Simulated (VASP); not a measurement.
Given:

```yaml
crystal:
  lattice:
    - [6.22000, 0.00000, 0.00000]
    - [0.00000, 6.22000, 0.00000]
    - [0.00000, 0.00000, 6.22000]
  atoms:
    - { symbol: Cs, position: [0.00000, 0.00000, 0.00000] }
    - { symbol: Sn, position: [0.50000, 0.50000, 0.50000] }
    - { symbol: I, position: [0.50000, 0.00000, 0.50000] }
    - { symbol: I, position: [0.00000, 0.50000, 0.50000] }
    - { symbol: I, position: [0.50000, 0.50000, 0.00000] }
```

Computed with PBEsol GGA, VASP's PBE PAW potentials (set 64) (plane waves; VASP). Numerical set-up: 300 eV cut-off, 3×3×3 Γ-centred mesh, Fermi-Dirac smearing of 0.010 eV, potentials Cs_sv Sn_d I.

At this cut-off the stress carries a Pulay error, which pulls relaxed volumes low.

Task: Give the stress tensor in GPa (positive for a compressed cell).

Result: 
```
-1.12   0.00   0.00
 0.00  -1.12   0.00
 0.00   0.00  -1.12
```
The pressure is its mean diagonal, -1.12 GPa.

The structure is a typed CsSnI3 crystal. The cell was not relaxed at this level.
